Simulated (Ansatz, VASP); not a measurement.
## Cross-check of PN (honeycomb PN, 1 layer) between VASP and Ansatz

Aim: how closely do two programs agree when they are given the same cell, functional and k mesh? The structure shown is the start of the Ansatz relaxation below; VASP solves that cell, so the two are compared at the walk's first step.

Program: Ansatz 0.2.0. Level of theory: plane waves, with VASP 6.6.1 beside it; single point at PBE. Results are calculated unless marked as measured.

### 1. The starting structure

The cell holds 2 atoms: 1 N and 1 P. Its edges and angles: a = 2.730 Å, b = 2.730 Å, c = 17.860 Å, α = 90.0°, β = 90.0°, γ = 120.0°. Vacuum lies along c.

### 2. Ansatz: relaxation, PBE

Ansatz runs on its default PAW (the set named soft_2) files.

The two programs are compared at the cell with which this relaxation starts, whose forces are those of its first step.

File input.yaml:

```yaml
crystal:
  lattice:
    - [2.73, 0.0, 0.0]
    - [-1.365, 2.3642493523, 0.0]
    - [0.0, 0.0, 17.86]
  atoms:
    - { symbol: "N", position: [0.6666666667, 0.3333333333, 0.4759238522] }
    - { symbol: P, position: [0.3333333333, 0.6666666667, 0.5240761478] }
kpoints:
  mp_grid: { grid: [12, 12, 1] }
hamiltonian:
  xc: pbe
scf:
  occupations: { method: fermi_dirac, width: 0.05 }
  convergence: { dr2_threshold: 1.0e-08 }
efield:
  axis: 3
  dipole_correction: true
  ramp_position: 0.97
  ramp_width: 0.04
relax:
  f_tol: 0.01
  cell: { fix: [c, alpha, beta] }
output:
  write_potential: true
  write_density: true
  volumetric_format: npy
```

Started as:

```
ansatz run input.yaml --threads 2 --pin off --max-ram 4096MiB --backend cpu --events-out ev --progress --plain --runs-dir out
```

Numbers of over 12 decimals in the logs are rounded to 6 here.

The program printed:

```text
Warning: relax.cell: scf.convergence.dr2_threshold = 1e-8 eV is looser than the 2e-10 eV advised for a relaxation that steers and ends on the stress (1e-10 eV for each atom of the cell: 2). What an SCF threshold leaves in a stress goes as its square root, and in the free energy as the threshold itself, and one threshold admits the most on a small cell: [figures from the program's tests cut] Set scf.convergence.dr2_threshold to 2e-10 eV or tighter. The threshold is an SCF's pass mark: one that does not reach it within its budget of iterations ends unconverged, or closes short of it on a stop that the run arms, and scf.convergence.dr2_threshold's page says what that costs each kind of run
Engine: ansatz 0.2.0, x86_64-unknown-linux-gnu
Pseudopotentials: kind: paw
Pseudopotential: N, paw, valence charge 5, recommended cutoff 420 eV (normal), N.paw.azcp
Pseudopotential: P, paw, valence charge 5, recommended cutoff 420 eV (normal), P.paw.azcp
Functional definition: PBE
  parameter kappa = 0.804
  parameter beta = 0.066725
  exchange = pbe_x(kappa = kappa, mu = beta*pi^2/3)
  correlation = pbe_c(beta = beta)
Crystal: 2 atoms, lattice volume = 115.276 Å³
Basis set: ecut = 420 eV, 2273 PW (Γ), exchange–correlation on 40×40×240 points (8 copies of the dense FFT grid, shifted against one another)
Bands: 9, of which v1, the nominal top of the filled ones, is band 5 counted from 1 (4 counted from 0)
Symmetry: 6 space group operations
Space group: P3m1 (ITA 156), of the structure as read, at distance tolerance 4.9e-5 Å
k-points: 19 of 144 (time reversal used)
Non-local potential: N, projectors of the file, l = 0: 2, l = 1: 2, l = 2: 1
Non-local potential: P, projectors of the file, l = 0: 2, l = 1: 2, l = 2: 2
PAW form: soft (Blöchl's): semilocal exchange-correlation on the pseudo side does not see the compensation charge
PAW one-centre angular grid: N, 110 points (default); XC on 64 Gauss nodes
PAW one-centre angular grid: P, 110 points (default); XC on 64 Gauss nodes
Initial density: superposition of atomic densities (neutral atoms: chi_scale 0, normalization atom), corrected by the library's trained network
Initial wavefunctions: pseudopotential atomic-orbital guess
Functional: x = pbe(κ = 0.804, μ = 0.219515), c = pbe(β = 0.066725)
SCF iter   1: F=—  HF=-1139.084360 eV  |F-HF|=—  |Δ(HF+E_count)|=         —  Δρ=5.27e-3  dr2=5.33e-2  ethr=1.77e-3  p=0.051 e·Å  D=8.02e-2 V/Å  ΔV_dip=-1.43 eV  dr2_dipole=7.79e-3  V_vac-E_F(+/−)=5.14/6.57 eV  ⟨swp⟩=8.2  Hψ=1800  notcnv=0
efield: sawtooth ramp at fractional position 0.9700 (set: `efield.ramp_position`, or a place that a band, a saddle search or an elastic batch's reference lends), width 0.0400; the density the first Hamiltonian is built on has a dipole p = 0.051 e·Å; the dipole correction subtracts the counter field D = 8.02e-2 V/Å, which shifts the + side's vacuum level by -1.43 eV against the − side's; the planar-averaged density in the ramp window peaks in size at 7.5e-5 e/Å³
preconditioner: auto → none  [insulator: Δε(μ)=1.846 eV  Ē_g=13.854 eV  σ=0.050 eV  W_gap=1.00  n_scr=10 (ndim 8)  ℏωp=10.9 eV  f_vac=0.723  D(μ)=0.00/eV (n_scr^D=0)  ε∞_Penn≈1.6]
SCF iter   2: F=—  HF=-1139.096597 eV  |F-HF|=—  |Δ(HF+E_count)|=   1.22e-2  Δρ=6.33e-3  dr2=1.17e-1  ethr=5.33e-4  p=0.001 e·Å  D=2.02e-3 V/Å  ΔV_dip=-0.04 eV  dr2_dipole=1.44e-2  V_vac-E_F(+/−)=6.08/6.12 eV  ⟨swp⟩=4.4  Hψ=569  notcnv=0
SCF iter   3: F=—  HF=-1139.074387 eV  |F-HF|=—  |Δ(HF+E_count)|=   2.22e-2  Δρ=1.96e-3  dr2=4.49e-3  ethr=5.33e-4  p=0.024 e·Å  D=3.77e-2 V/Å  ΔV_dip=-0.67 eV  dr2_dipole=2.02e-4  V_vac-E_F(+/−)=5.71/6.38 eV  ⟨swp⟩=3.2  Hψ=382  notcnv=0
SCF iter   4: F=—  HF=-1139.074510 eV  |F-HF|=—  |Δ(HF+E_count)|=   1.23e-4  Δρ=4.41e-4  dr2=1.51e-4  ethr=4.49e-5  p=0.025 e·Å  D=3.92e-2 V/Å  ΔV_dip=-0.70 eV  dr2_dipole=6.94e-6  V_vac-E_F(+/−)=5.71/6.41 eV  ⟨swp⟩=2.9  Hψ=356  notcnv=0
SCF iter   5: F=—  HF=-1139.074632 eV  |F-HF|=—  |Δ(HF+E_count)|=   1.22e-4  Δρ=1.01e-4  dr2=1.45e-5  ethr=1.51e-6  p=0.024 e·Å  D=3.76e-2 V/Å  ΔV_dip=-0.67 eV  dr2_dipole=1.21e-6  V_vac-E_F(+/−)=5.74/6.41 eV  ⟨swp⟩=2.5  Hψ=333  notcnv=0
SCF iter   6: F=—  HF=-1139.074618 eV  |F-HF|=—  |Δ(HF+E_count)|=   1.44e-5  Δρ=2.11e-5  dr2=4.13e-7  ethr=1.45e-7  p=0.024 e·Å  D=3.78e-2 V/Å  ΔV_dip=-0.68 eV  dr2_dipole=4.68e-8  V_vac-E_F(+/−)=5.74/6.41 eV  ⟨swp⟩=2.5  Hψ=268  notcnv=0
SCF iter   7: F=—  HF=-1139.074620 eV  |F-HF|=—  |Δ(HF+E_count)|=   1.95e-6  Δρ=6.59e-6  dr2=8.06e-8  ethr=4.13e-9  p=0.024 e·Å  D=3.80e-2 V/Å  ΔV_dip=-0.68 eV  dr2_dipole=9.68e-9  V_vac-E_F(+/−)=5.73/6.41 eV  ⟨swp⟩=2.8  Hψ=312  notcnv=0
[...]
preconditioner: auto → none  [insulator: Δε(μ)=1.823 eV  Ē_g=13.989 eV  σ=0.050 eV  W_gap=1.00  n_scr=10 (ndim 8)  ℏωp=10.9 eV  f_vac=0.724  D(μ)=0.00/eV (n_scr^D=0)  ε∞_Penn≈1.6]
SCF iter   2: F=—  HF=-1139.075215 eV  |F-HF|=—  |Δ(HF+E_count)|=   2.28e-5  Δρ=6.90e-5  dr2=1.14e-5  ethr=1.22e-7  p=0.026 e·Å  D=4.04e-2 V/Å  ΔV_dip=-0.72 eV  dr2_dipole=1.31e-6  V_vac-E_F(+/−)=5.72/6.44 eV  ⟨swp⟩=2.0  Hψ=259  notcnv=0
[...]
SCF 4 converged in 5 iterations: F = -1139.075213 eV  dr2 = 3.93e-9
relax step   4: F+E_penalty+E_count = -1139.07521284 eV  Δ(F+E_penalty+E_count) = +3.026e-5 eV  max|allowed force component| = 7.896e-5 eV/Å  Δτ_max = 0.0002 Å  P = -0.003 GPa  Ω = 115.108 Å³  energy of the carried Pulay correction = +8.610e-5 eV  fix = [c, alpha, beta]  reactions: c -0.010 GPa  (5 SCF iters, accepted)
Initial wavefunctions: pseudopotential atomic-orbital guess (no wavefunctions were taken with the density)
iter 1 solved again at ethr=1.53e-6 eV; its pass at ethr=3.10e-3 eV (dr2=1.53e-4 eV) is discarded
SCF iter   1: F=—  HF=-1139.075171 eV  |F-HF|=—  |Δ(HF+E_count)|=         —  Δρ=4.24e-6  dr2=1.76e-8  ethr=1.53e-6  p=0.026 e·Å  D=4.07e-2 V/Å  ΔV_dip=-0.73 eV  dr2_dipole=1.17e-9  V_vac-E_F(+/−)=5.71/6.44 eV  ⟨swp⟩=3.4  Hψ=2400  notcnv=0
efield: sawtooth ramp at fractional position 0.9700 (set: `efield.ramp_position`, or a place that a band, a saddle search or an elastic batch's reference lends), width 0.0400; the density the first Hamiltonian is built on has a dipole p = 0.026 e·Å; the dipole correction subtracts the counter field D = 4.07e-2 V/Å, which shifts the + side's vacuum level by -0.73 eV against the − side's; the planar-averaged density in the ramp window peaks in size at 6.7e-7 e/Å³
eigensolver tolerance schedule: the retry pair's looser diagonalisation over-reported the residual by 8680.60 of it (diagonalisation noise at an unbounded share of the residual, at the tolerance the schedule requests for it); recorded, not acted on — ethr = c·dr2/N_el stays at c = 1.0e-1
preconditioner: auto → none  [insulator: Δε(μ)=1.823 eV  Ē_g=13.990 eV  σ=0.050 eV  W_gap=1.00  n_scr=10 (ndim 8)  ℏωp=10.9 eV  f_vac=0.724  D(μ)=0.00/eV (n_scr^D=0)  ε∞_Penn≈1.6]
SCF iter   2: F=—  HF=-1139.075149 eV  |F-HF|=—  |Δ(HF+E_count)|=   2.23e-5  Δρ=5.47e-6  dr2=6.79e-8  ethr=1.76e-10  p=0.026 e·Å  D=4.07e-2 V/Å  ΔV_dip=-0.73 eV  dr2_dipole=7.57e-9  V_vac-E_F(+/−)=5.71/6.44 eV  ⟨swp⟩=4.3  Hψ=437  notcnv=0
SCF iter   3: F=-1139.075149 eV  HF=-1139.075149 eV  |F-HF|=5.56e-10  |Δ(HF+E_count)|=   1.20e-8  Δρ=1.54e-6  dr2=1.03e-9  ethr=1.00e-10  p=0.026 e·Å  D=4.07e-2 V/Å  ΔV_dip=-0.73 eV  dr2_dipole=1.49e-11  V_vac-E_F(+/−)=5.71/6.44 eV  ⟨swp⟩=10.4  Hψ=1514  notcnv=0
SCF 5 converged in 3 iterations: F = -1139.075149 eV  dr2 = 1.03e-9
relax step   5: F+E_penalty+E_count = -1139.07514875 eV  Δ(F+E_penalty+E_count) = +6.410e-5 eV  max|allowed force component| = 4.502e-5 eV/Å  Δτ_max = 0.0000 Å  P = -0.004 GPa  Ω = 115.108 Å³  fix = [c, alpha, beta]  reactions: c -0.001 GPa  stress off target by 6.13e-3 GPa on what of the cell is left free  SCF on the basis re-selected at this cell (its energy is not comparable with the rows above)  (3 SCF iters)
basis re-selected at this cell: Δ(F+E_penalty+E_count) = +6.410e-5 eV, ΔP = -0.001 GPa vs the last step (what re-selecting the basis moved, of the pressure what is left beyond the Pulay correction that the steps carried, after the strain that the cell walked since its last selection, with what the two solves' SCF thresholds leave and, on support functions, any second-order correction that the steps lacked; it is no m [...]
WARN: The output density's exchange-correlation potential varies sharply where the density is thin. Do not read a vacuum level from v_tot or v_xc, or from such a field of the output density. On a cell that repeats whose density bears no net charge and no dipole along the vacuum's axis use v_es (v_loc + v_h of the components); under efield.dipole_correction with no amplitude use v_es + v_field, which holds any externa [...]
SCF converged after 3 iterations
Free energy (F): -1139.075149 eV
Harris-Foulkes:  -1139.075149 eV  (|F-HF|=5.56e-10)
Internal energy: -1139.075149 eV  (E = F + TS)
E sigma→0 (E₀):  -1139.075149 eV
Fermi energy:    -3.028698 eV
Dipole field:    D = 0.040735 V/Å  (p = 0.025913 e·Å, saw-weighted, corrected)
Work function:   Φ+ = 5.7142 eV   Φ− = 6.4417 eV
Levels:          The Fermi level and band energies are counted from a zero that moves with the ramp; work functions are not
--- Per-component energies (eV) ---
  E_band       = -112.710626
  E_kinetic    = 202.547571
  E_local      = -3395.516238  (includes V_loc(G=0)·N_el)
  E_nonlocal   = 78.942164
  E_hartree    = 1582.506005
  E_xc         = -121.846169
  E_vxc        = -137.487105  (∫ρ·V_xc dr)
  E_paw        = -696.103684  (= ΣΔE_a)
  E_vpaw       = -26.138028  (= ΣTr[D̂ρ^β])
  E_aug_tail   = 0.000093  (compensation charges beyond the density's cutoff)
  E_efield     = 0.000528  (sawtooth field / dipole correction)
  E_vefield    = -0.071697  (∫n·V_field dr)
  E_ewald      = 1210.394582
  E_smearing   = -0.000000  (= −TS)
  E_closure    = 0.000000  (closes the sum)
  Σ components = -1139.075149   (vs F -1139.075149, Δ=0.00e0)
--- Forces (eV/Å), atoms counted from 1 ---
  atom   1  N      0.00000000     0.00000000    -0.00004887
  atom   2  P      0.00000000    -0.00000000     0.00004117
  max |Σ_I F_I| component: 7.70e-6 eV/Å
--- Stress (GPa, compression-positive) ---
       -0.006130      -0.000000      -0.000000
       -0.000000      -0.006130       0.000000
       -0.000000       0.000000      -0.000615
  P = ⅓ Tr σ = -0.0043 GPa (-0.043 kbar)
--- Band table (eV; the first three rows and the last of 19) ---
  k-point 0: bands = ["-23.5499", "-11.8397", "-6.3527", "-6.3527", "-4.7387", "0.6852", "2.3587", "2.7861", "2.7861"]
  k-point 1: bands = ["-23.4082", "-11.7158", "-7.1411", "-6.5392", "-4.5814", "1.1135", "2.2710", "2.6711", "3.0267"]
  k-point 2: bands = ["-22.9896", "-11.4049", "-8.7621", "-6.9979", "-4.3141", "0.8338", "2.3112", "3.3802", "3.5377"]
  k-point 18: bands = ["-19.4896", "-14.5358", "-12.2536", "-6.8074", "-4.8403", "-1.5866", "2.0948", "5.8175", "8.0665"]
--- Relaxed structure (4 steps of the walk, 4 accepted, 1 SCFs on fresh bases) ---
  F+E_penalty+E_count = -1139.07514875 eV   max|allowed force component| = 4.502e-5 eV/Å   (the final SCF, on the basis selected at the relaxed cell)
  cell:  # Å, volume = 115.1081 Å³
    - [2.728016, 0, 0]
    - [-1.364008, 2.362531, 0]
    - [0, 0, 17.86]
  atoms:
    - { symbol: N, position: [0.666667, 0.333333, 0.475725] }
    - { symbol: P, position: [0.333333, 0.666667, 0.524275] }
```

(Continued in part 2 of 2.)

[Lines on the potential files, build, host, timing and source positions are cut from VASP's logs without a mark.]

[Logs are printed without paths, hosts, clocks, repeated set-up lines and the standing remarks that a program may print on its own settings, such as how far it seeks lower states.]

[Hosts, paths, dates, database ids (printed as entryN), source tags and the programs' standing remarks are cut or masked in the printed files.]
